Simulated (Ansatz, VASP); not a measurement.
# HfCoN2 in two plane-wave programs, part 2 of 2

Aim: how closely do two programs agree when they are given the same cell, functional and k mesh? The cell is invented: As first built, before any earlier steps moved the atoms (in the runner's words): it takes the HfTiN2 structure with some of its atoms replaced by other elements, volume scaled by an estimate. It may not be a known or stable phase. The cell is taken from a series of VASP runs on this material, whose earlier steps may have relaxed, scaled or displaced it; both programs get it as it stands. Other levels of theory on this material are compared in a session of their own.

VASP 6.6.1 and Ansatz 0.2.0.

So far: The starting structure; VASP: band structure, LDA, DFT+U.

**3. Ansatz: band structure, LDA, DFT+U**

Level of this step: Ansatz beside VASP: Kohn-Sham DFT, plane waves, LDA, DFT+U (Ansatz).

Ansatz runs on its default PAW (the set named soft_2) files.

The same cell, functional (in two slightly different forms), mesh and smearing now go to Ansatz, which takes its cutoff from its data sets.

input.yaml reads:

```yaml
crystal:
  lattice:
    - [1.60686308, 0.92772283, 4.88810501]
    - [-1.60686308, 0.92772283, 4.88810501]
    - [0.0, -1.85544566, 4.88810501]
  atoms:
    - { symbol: Hf, position: [0.5, 0.5, 0.5], spin: 0.055 }
    - { symbol: Co, position: [0.0, 0.0, 0.0], spin: 2.699 }
    - { symbol: "N", position: [0.750624535, 0.750624535, 0.750624535], spin: 0.099 }
    - { symbol: "N", position: [0.249375465, 0.249375465, 0.249375465], spin: 0.099 }
hamiltonian:
  xc: lda
  pseudopotentials: { kind: paw }
  hubbard:
    sites:
      - { species: Hf, l: d, u_eff: 7.0 }
      - { species: Co, l: d, u_eff: 6.2 }
magnetization:
  spin_polarized: true
kpoints:
  mp_grid: { grid: [7, 7, 7] }
  band_path:
    path:
      - [0.0, 0.0, 0.0]
      - [0.13333, 0.0, 0.0]
      - [0.3, 0.0, 0.0]
      - [0.46667, 0.0, 0.0]
      - [0.5, 0.03814, -0.03814]
      - [0.5, 0.1017, -0.1017]
      - [0.5, 0.16526, -0.16526]
      - [0.76808, 0.5, 0.23192]
      - [0.66497, 0.5, 0.33503]
      - [0.56186, 0.5, 0.43814]
      - [0.46667, 0.46667, 0.46667]
      - [0.3, 0.3, 0.3]
      - [0.13333, 0.13333, 0.13333]
      - [0.0, 0.0, 0.0]
      - [0.11511, 0.0, -0.11511]
      - [0.2072, 0.0, -0.2072]
      - [0.32232, 0.0, -0.32232]
      - [0.62373, 0.37627, 0.0]
      - [0.57217, 0.42783, 0.0]
      - [0.52062, 0.47938, 0.0]
      - [0.52062, 0.52062, 0.02542]
      - [0.57217, 0.57217, 0.08898]
      - [0.62373, 0.62373, 0.15254]
      - [0.64435, 0.64435, 0.2113]
      - [0.5928, 0.5928, 0.31441]
      - [0.54124, 0.54124, 0.41751]
      - [0.5, 0.0, 0.0]
      - [0.60311, 0.11511, 0.11511]
      - [0.70621, 0.23023, 0.23023]
      - [0.80932, 0.34534, 0.34534]
    npoints: 1
scf:
  occupations: { method: fermi_dirac, width: 0.05 }
  n_extra_bands: 11
output:
  forces: true
  stress: true
  eigenvalues: true
```

Launch:

```bash
$ ansatz run input.yaml --threads 2 --pin off --max-ram 4608MiB --backend cpu --events-out ev --progress --plain --runs-dir out
```

Numbers of over 12 decimals in the logs are rounded to 6 here.

What it wrote:

```text
basis.fft_grid_basis auto: the FFT boxes are laid along the combinations [[1, 0, -1], [0, 1, -1], [0, 0, 1]] of the cell's own vectors, 3.214, 3.214 and 5.228 Å long. The dense box has 24×24×36 points. Along the cell's own vectors, as sized, it would have 36×36×36, 2.25 times as many. Of the 12 symmetry operations that the crystal satisfies within crystal.symmetry.tolerance (time reversal apart; of a slab, those that [...]
Hf: projections on atomic orbitals take those of the free atom [Kr 4d10] 4f14 5s2 5p6 5d2 6s2, of charge +0.00 (hamiltonian.pseudopotentials.projection_atoms); the dataset's partial waves leave at most 4.9e-5 of an orbital's norm unspanned inside its sphere
Co: projections on atomic orbitals take those of the free atom [Ne] 3s2 3p6 3d7 4s2, of charge +0.00 (hamiltonian.pseudopotentials.projection_atoms); the dataset's partial waves leave at most 1.4e-6 of an orbital's norm unspanned inside its sphere
N: projections on atomic orbitals take those of the free atom [He] 2s2 2p3, of charge +0.00 (hamiltonian.pseudopotentials.projection_atoms); the dataset's partial waves leave at most 9.3e-9 of an orbital's norm unspanned inside its sphere
scf.n_extra_bands = 11 over 27 filled bands (N_el = 53.0): the run solves 38 bands
Engine: ansatz 0.2.0, aarch64-unknown-linux-gnu
Pseudopotentials: kind: paw
Pseudopotential: Hf, paw, valence charge 26, recommended cutoff 420 eV (normal), Hf.paw.azcp
Pseudopotential: Co, paw, valence charge 17, recommended cutoff 420 eV (normal), Co.paw.azcp
Pseudopotential: N, paw, valence charge 5, recommended cutoff 420 eV (normal), N.paw.azcp
Functional definition: SPW92
  exchange = slater_x
  correlation = pw_c
Crystal: 4 atoms, lattice volume = 43.721 Å³
Basis set: ecut = 420 eV, 881 PW (Γ), FFT grids on a1−a3, a2−a3, a3
Bands: 38, of which v1, the nominal top of the filled ones, is band 27 counted from 1 (26 counted from 0)
Symmetry: 12 space group operations
Space group: R-3m (ITA 166), of the structure as read, at distance tolerance 3.5e-5 Å
Magnetic group: BNS 166.97 (UNI 1327), of the structure as read, at distance tolerance 3.5e-5 Å
k-points: 44 of 343
Non-local potential: Hf, projectors of the file, l = 0: 3, l = 1: 2, l = 2: 2, l = 3: 3
Non-local potential: Co, projectors of the file, l = 0: 3, l = 1: 2, l = 2: 3, l = 3: 1
Non-local potential: N, projectors of the file, l = 0: 2, l = 1: 2, l = 2: 1
PAW form: soft (Blöchl's): semilocal exchange-correlation on the pseudo side does not see the compensation charge
PAW frozen core: Hf, regenerated for the run's functional, and the local potential with it (the file was generated under x = pbe(κ = 0.804, μ = 0.219515), c = pbe(β = 0.066725))
PAW frozen core: Co, regenerated for the run's functional, and the local potential with it (the file was generated under x = pbe(κ = 0.804, μ = 0.219515), c = pbe(β = 0.066725))
PAW frozen core: N, regenerated for the run's functional, and the local potential with it (the file was generated under x = pbe(κ = 0.804, μ = 0.219515), c = pbe(β = 0.066725))
PAW one-centre angular grid: Hf, 590 points (default); XC on 64 Gauss nodes
PAW one-centre angular grid: Co, 590 points (default); XC on 64 Gauss nodes
PAW one-centre angular grid: N, 110 points (default); XC on 64 Gauss nodes
Initial density: superposition of atomic densities (chi_scale 0.1, normalization cell, long waves kept (reshape's long-wave potential 0.05 eV rms))
Starting moments: Σ|m| = 2.952 μB on 4 of 4 sites
Initial wavefunctions: pseudopotential atomic-orbital guess
Functional: x = slater, c = lda
SCF iter   1: F=—  HF=-21280.331134 eV  |F-HF|=—  |Δ(HF+E_count)|=         —  Δρ=9.63e-2 (↑4.03e-2 ↓9.63e-2)  dr2=6.45e0  dr2_m=8.34e-1  M=3.000 μB ∫|m|=3.227 μB  β_m=0.30  ethr=3.10e-3  ⟨swp⟩=5.6  Hψ=11871  notcnv=0  defer=43
preconditioner: auto → Kerker (q_TF=auto, 2.817 Å⁻¹)  [metal: Δε(μ)=0.026 eV  Ē_g=19.353 eV  σ=0.050 eV  W_gap=0.13  n_scr=16 (ndim 8)  ℏωp=36.8 eV  f_vac=0.000  D(μ)=2.81/eV (n_scr^D=28)]
spin=Collinear: Kerker preconditioning applied to the charge; magnetization (m = ρ↑ − ρ↓) channel mixes plain (no charge-response kernel on spin).
SCF iter   2: F=—  HF=-21280.069697 eV  |F-HF|=—  |Δ(HF+E_count)|=   2.61e-1  Δρ=4.32e-2 (↑3.09e-2 ↓4.32e-2)  dr2=1.91e0  dr2_m=2.33e-1  M=3.000 μB ∫|m|=3.101 μB  β_m=0.30  ethr=3.10e-3  ⟨swp⟩=2.1  Hψ=5268  notcnv=0  defer=294
SCF iter   3: F=—  HF=-21280.043659 eV  |F-HF|=—  |Δ(HF+E_count)|=   2.60e-2  Δρ=2.57e-2 (↑2.03e-2 ↓2.57e-2)  dr2=7.03e-1  dr2_m=8.66e-2  M=3.000 μB ∫|m|=3.073 μB  β_m=0.30  ethr=3.10e-3  ⟨swp⟩=2.0  Hψ=4367  notcnv=0  defer=331
SCF iter   4: F=—  HF=-21280.098125 eV  |F-HF|=—  |Δ(HF+E_count)|=   5.45e-2  Δρ=1.68e-2 (↑1.13e-2 ↓1.68e-2)  dr2=1.41e-1  dr2_m=4.80e-2  M=2.938 μB ∫|m|=3.002 μB  β_m=0.30  ethr=1.33e-3  ⟨swp⟩=2.5  Hψ=4890  notcnv=0  defer=358
SCF iter   5: F=—  HF=-21280.230523 eV  |F-HF|=—  |Δ(HF+E_count)|=   1.32e-1  Δρ=1.10e-2 (↑8.92e-3 ↓1.10e-2)  dr2=2.42e-2  dr2_m=3.45e-2  M=2.914 μB ∫|m|=2.983 μB  β_m=0.30  ethr=2.66e-4  ⟨swp⟩=2.1  Hψ=4812  notcnv=0  defer=370
[...]
preconditioner: auto → Kerker (q_TF=auto, 2.817 Å⁻¹)  [metal: Δε(μ)=0.003 eV  Ē_g=19.059 eV  σ=0.050 eV  W_gap=0.02  n_scr=16 (ndim 8)  ℏωp=36.8 eV  f_vac=0.000  D(μ)=1.90/eV (n_scr^D=16)]
spin=Collinear: Kerker preconditioning applied to the charge; magnetization (m = ρ↑ − ρ↓) channel mixes plain (no charge-response kernel on spin).
[...]
an SCF towards Hund's moment on open shells that bore less, with 10 of the crystal's symmetry operations given up (172 k-points in place of 44), reached no lower state that the run goes on to. This is no proof of a minimum
[...]
SCF iter   4: F=—  HF=-21281.480844 eV  |F-HF|=—  |Δ(HF+E_count)|=   5.18e-4  Δρ=5.31e-5 (↑5.31e-5 ↓4.13e-5)  dr2=2.93e-6  dr2_m=2.03e-7  M=3.000 μB ∫|m|=3.014 μB  ethr=1.89e-6  ⟨swp⟩=1.0  Hψ=30377  notcnv=0
SCF iter   5: F=-21281.480844 eV  HF=-21281.480844 eV  |F-HF|=5.04e-8  |Δ(HF+E_count)|=   1.64e-7  Δρ=8.08e-6 (↑8.08e-6 ↓4.98e-6)  dr2=3.28e-8  dr2_m=5.06e-9  M=3.000 μB ∫|m|=3.014 μB  ethr=1.89e-10  ⟨swp⟩=2.6  Hψ=42492  notcnv=0
this SCF's setup event announced max_iter 8: a cap that the engine derives, which gives way to 102 iterations because this look along open shells stands lower than the state that it set out from. From here on the SCF can send more iterations than it announced.
SCF iter   6: F=-21281.480844 eV  HF=-21281.480844 eV  |F-HF|=5.04e-8  |Δ(HF+E_count)|=  5.46e-11  Δρ=8.07e-6 (↑8.07e-6 ↓4.97e-6)  dr2=3.27e-8  dr2_m=5.03e-9  M=3.000 μB ∫|m|=3.014 μB  ethr=6.19e-11  ⟨swp⟩=1.9  Hψ=46092  notcnv=0
SCF 6 converged in 6 iterations: F = -21281.480844 eV  dr2 = 3.27e-8
iter 1 solved again at ethr=6.17e-11 eV; its pass at ethr=3.10e-3 eV (dr2=3.27e-8 eV) is discarded
SCF iter   1: F=—  HF=-21281.480844 eV  |F-HF|=—  |Δ(HF+E_count)|=         —  Δρ=8.07e-6 (↑8.07e-6 ↓4.97e-6)  dr2=3.27e-8  dr2_m=5.03e-9  M=3.000 μB ∫|m|=3.014 μB  β_m=0.30  ethr=6.17e-11  ⟨swp⟩=1.8  Hψ=42497  notcnv=0
preconditioner: auto → none  [insulator: Δε(μ)=1.564 eV  Ē_g=19.068 eV  σ=0.050 eV  W_gap=1.00  n_scr=16 (ndim 8)  ℏωp=36.8 eV  f_vac=0.000  D(μ)=0.00/eV (n_scr^D=0)  ε∞_Penn≈4.7]
SCF iter   2: F=-21281.480844 eV  HF=-21281.480844 eV  |F-HF|=3.59e-9  |Δ(HF+E_count)|=   1.85e-8  Δρ=3.26e-6 (↑3.18e-6 ↓3.26e-6)  dr2=4.40e-9  dr2_m=2.85e-9  M=3.000 μB ∫|m|=3.014 μB  ethr=6.17e-11  ⟨swp⟩=6.0  Hψ=47119  notcnv=0
SCF 7 converged in 2 iterations: F = -21281.480844 eV  dr2 = 4.40e-9
iter 1 solved again at ethr=1.89e-10 eV; its pass at ethr=1.89e-6 eV (dr2=1.52e-7 eV) is discarded
SCF iter   1: F=—  HF=-21281.480844 eV  |F-HF|=—  |Δ(HF+E_count)|=         —  Δρ=3.26e-6 (↑3.18e-6 ↓3.26e-6)  dr2=4.40e-9  dr2_m=2.85e-9  M=3.000 μB ∫|m|=3.014 μB  ethr=1.89e-10  ⟨swp⟩=1.6  Hψ=120609  notcnv=0
SCF iter   2: F=—  HF=-21281.480843 eV  |F-HF|=—  |Δ(HF+E_count)|=   5.87e-7  Δρ=2.28e-5 (↑1.41e-5 ↓2.28e-5)  dr2=2.94e-7  dr2_m=2.93e-8  M=3.000 μB ∫|m|=3.014 μB  ethr=1.89e-6  ⟨swp⟩=1.0  Hψ=38238  notcnv=0
SCF iter   3: F=-21281.480844 eV  HF=-21281.480844 eV  |F-HF|=5.84e-9  |Δ(HF+E_count)|=   5.99e-7  Δρ=2.64e-6 (↑2.03e-6 ↓2.64e-6)  dr2=8.35e-9  dr2_m=5.14e-10  M=3.000 μB ∫|m|=3.014 μB  ethr=1.89e-10  ⟨swp⟩=1.4  Hψ=28050  notcnv=0
an SCF along what the orbitals of the run's state read of its open shells (or to have them read: on a GPU, or by another smearing), with 10 of the crystal's symmetry operations given up (172 k-points in place of 44), reached no lower state that the run goes on to. This is no proof of a minimum
NSCF: frozen V_eff on 30 k-points
SCF converged after 2 iterations
Stability not told: the SCF's own minimisation came to no verdict on its close; the lowest value that the minimisation read is 3.0e-2 (residual 2.9e-3): no lower mode is shown, and none is ruled out
Magnetization: 3.0000 μB (28.0000 up, 25.0000 down)
Absolute magnetization: 3.0125 μB (∫|ρ↑−ρ↓|, with the PAW one-centre terms)
Spin contamination: 0.0078 ħ² per cell (⟨S²⟩ above its minimum at these occupations)
Per-site moments (μB) at R_I (Å): [(0.027027, 0.914386), (2.557190, 0.918542), (0.125941, 0.914386), (0.125941, 0.914386)]
Free energy (F): -21281.480844 eV
Harris-Foulkes:  -21281.480844 eV  (|F-HF|=3.59e-9)
Internal energy: -21281.480844 eV  (E = F + TS)
E sigma→0 (E₀):  -21281.480844 eV
Fermi energy:    18.592913 eV
--- Per-component energies (eV) ---
  E_band       = -218.493657
  E_kinetic    = 1125.629711
  E_local      = -8411.465514  (includes V_loc(G=0)·N_el)
  E_nonlocal   = -668.944259
  E_hartree    = 3743.353581
  E_xc         = -570.846121
  E_vxc        = -618.888916  (∫ρ·V_xc dr)
  E_hubbard    = 7.366620  (on-site DFT+U / exact-exchange correction)
  E_vhub       = -16.152480  (the Hubbard potential's part of the band-sum identity)
  E_paw        = -8376.064820  (= ΣΔE_a)
  E_vpaw       = 884.621739  (= ΣTr[D̂ρ^β])
  E_aug_tail   = 0.000183  (compensation charges beyond the density's cutoff)
  E_ewald      = -8133.545805
  E_core_change = 3.035581  (= ΣΔE_core)
  E_smearing   = -0.000000  (= −TS)
  E_closure    = 0.000000  (closes the sum)
  Σ components = -21281.480844   (vs F -21281.480844, Δ=0.00e0)
--- Forces (eV/Å), atoms counted from 1 ---
  atom   1  Hf     0.00000000     0.00000000     0.00000000
  atom   2  Co     0.00000000     0.00000000     0.00000000
  atom   3  N      0.00002894    -0.00001669     0.77474350
  atom   4  N     -0.00002894     0.00001669    -0.77474350
  max |Σ_I F_I| component: 0.00e0 eV/Å
--- Stress (GPa, compression-positive) ---
       -3.495237       0.001620       0.000262
        0.001620      -3.493373      -0.000149
        0.000358      -0.000205      -1.090565
  P = ⅓ Tr σ = -2.6931 GPa (-26.931 kbar)
--- Band table (eV; the first three rows and the last of 344) ---
  k-point 0 ↑: bands = [... 23 lower, 15.2421, 15.2422, 16.9789, 16.9789, 17.2957, 21.2937, 21.9010, 21.9010, ... 7 higher]
  k-point 1 ↑: bands = [... 23 lower, 14.4405, 15.2213, 16.0646, 16.8950, 17.6983, 21.4599, 22.3020, 22.3478, ... 7 higher]
  k-point 2 ↑: bands = [... 23 lower, 14.2104, 14.8723, 14.8882, 17.0517, 17.0851, 20.9513, 22.8544, 23.3333, ... 7 higher]
  k-point 171 ↓: bands = [... 23 lower, 15.9529, 16.5301, 19.8563, 20.7333, 20.8134, 21.3985, 23.9928, 24.3068, ... 7 higher]
Occupation matrices written to <dir>
```

It took 12 min on 2 threads of Arm Neoverse V1, shared host; peak memory 1.9 GiB; 25 min of CPU time.

The column dr2 measures how far the density is from self-consistency, as an energy; F and HF (Harris–Foulkes) agree once it is small.

**4. Differences**

Known differences besides the potentials themselves: U acts on the PAW sphere in VASP and on atomic orbitals in Ansatz, so only states and trends compare; the two LDA forms differ slightly; the data sets hold 53 valence electrons in Ansatz (default PAW (the set named soft_2) files) and 29 in VASP; the cutoff is 420 eV in Ansatz and 520 eV in VASP; VASP's log shows a relativistic correction to its local exchange, Ansatz's none; site moments are counted in spheres of each program's own size. Total energies have different zeros and are not compared.

Compared:

```
                                        quantity  Ansatz  VASP  difference
                                  pressure (GPa)   -2.69  0.16       -2.86
pressure without Ansatz's Pulay correction (GPa)   -3.40  0.16       -3.56
                               total moment (μB)    3.00  3.00        0.00
                              moment on Co2 (μB)    2.56  2.70       -0.14
                               moment on N3 (μB)    0.13  0.10       +0.03
                               moment on N4 (μB)    0.13  0.10       +0.03
                              moment on Hf1 (μB)    0.03  0.06       -0.03
```

At this near-relaxed geometry the largest component of a force difference is 785 meV/Å. Ansatz's pressure holds a Pulay correction of 0.71 GPa; VASP's holds none.

**5. Results**

| Quantity | Value |
| --- | --- |
| difference in total moment (band structure, LDA, DFT+U) | -1.0e-4 μB |
| r.m.s. force difference (band structure, LDA, DFT+U) | 321 meV/Å |
| difference in pressure (band structure, LDA, DFT+U) | -2.9 GPa |

**Reading.** The r.m.s. force difference is 321 meV/Å (band structure, LDA, DFT+U). 3 further runs of this series are not shown here. How closely two codes agree says nothing of how well the functional describes the real material.

[Lines on the potential files, build, host, timing and source positions are cut from VASP's logs without a mark.]

[Logs are printed without paths, hosts, clocks, repeated set-up lines and the standing remarks that a program may print on its own settings, such as how far it seeks lower states.]

[Hosts, paths, dates, database ids (printed as entryN), source tags and the programs' standing remarks are cut or masked in the printed files.]
